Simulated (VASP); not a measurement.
Method: LDA (Ceperley-Alder, Perdew-Zunger), VASP's LDA PAW potentials (set 64) (plane waves; VASP 6.6.1).

Input for VASP

KPOINTS:
```
Automatic mesh
0
Gamma
5 5 5
0 0 0
```

POSCAR:
```
SiMo3
1
    4.8897000000     0.0000000000     0.0000000000
    0.0000000000     4.8897000000     0.0000000000
    0.0000000000     0.0000000000     4.8897000000
Si Mo
2 6
Direct
  0.5000000000   0.5000000000   0.5000000000
  0.0000000000   0.0000000000   0.0000000000
  0.0000000000   0.5000000000   0.2500000000
  0.0000000000   0.5000000000   0.7500000000
  0.2500000000   0.0000000000   0.5000000000
  0.7500000000   0.0000000000   0.5000000000
  0.5000000000   0.2500000000   0.0000000000
  0.5000000000   0.7500000000   0.0000000000
```

**INCAR**
```
ALGO  =  Normal
EDIFF  =  1E-6
ENCUT  =  300
ISIF  =  2
ISMEAR  =  -1
LASPH  =  .True.
LCHARG  =  .False.
LMAXMIX  =  4
LREAL  =  .False.
LWAVE  =  .False.
NELM  =  100
PREC  =  Accurate
SIGMA  =  0.136
SYSTEM  =  SiMo3
```

POTCAR, in this order: Si Mo_sv (LDA.64 set). Program: vasp_std.

At this cut-off the stress carries a Pulay error, which pulls relaxed volumes low.

Question: What does the run give for the energy per atom (σ→0), pressure, band gap (on the k-mesh)?

Answer: 
```json
{
 "energy per atom (σ→0)": "-10.956 eV/atom",
 "band gap (on the k-mesh)": "none (metal, semimetal or under 0.01 eV)",
 "pressure": "-8.73 GPa"
}
```

### OSZICAR
```
...
DAV:   7    -0.878173452263E+02    0.35269E+00   -0.86314E-01  1360   0.412E+00    0.335E+00
DAV:   8    -0.877513498636E+02    0.65995E-01   -0.14580E-01  1253   0.129E+00    0.608E-01
DAV:   9    -0.877501478875E+02    0.12020E-02   -0.72094E-03  1320   0.303E-01    0.342E-01
DAV:  10    -0.877498670267E+02    0.28086E-03   -0.87766E-04  1387   0.186E-01    0.102E-01
DAV:  11    -0.877498758801E+02   -0.88534E-05   -0.16912E-05  1264   0.206E-02    0.257E-02
DAV:  12    -0.877498745605E+02    0.13197E-05   -0.60918E-06  1265   0.148E-02    0.399E-03
DAV:  13    -0.877498745799E+02   -0.19407E-07   -0.17554E-07   760   0.184E-03
   1 F= -.87749875E+02 E0= -.87644383E+02  d E =-.210984E+00
```

The structure comes from a computed database's SiMo3 entry (Pm-3n); how it stands against other phases isn't given here. The cell was not relaxed at this level. The run is one of a series of settings (GGA removed, POTCAR Si Mo_sv (LDA.64 set) against the base run), some of them coarse on purpose.
